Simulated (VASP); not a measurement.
```
Lu
1.0
    1.74259    -3.01826     0.00000
    1.74259     3.01826     0.00000
    0.00000     0.00000     5.44245
Lu
2
Direct
  0.33333   0.66667   0.25000
  0.66667   0.33333   0.75000
```

These are TPSS meta-GGA, VASP's PBE PAW potentials (set 64) (plane waves; VASP) values and carry that method's errors. Numerical set-up: 520 eV cut-off, 11×11×6 Γ-centred mesh, first-order Methfessel-Paxton smearing of 0.10 eV, potentials Lu_3.

Q: Predict the energy per atom (σ→0), band gap (on the k-mesh) with the smallest direct gap where there is one.

A: 
| Item | Value |
|---|---|
| band gap (on the k-mesh) | none (metal, semimetal or under 0.01 eV) |
| energy per atom (σ→0) | -6.335 eV/atom |

The absolute energy has meaning only against runs of the same code, potentials and settings.

The compound is Lu in the hcp structure. It was relaxed first. The start is the result of an earlier pass.
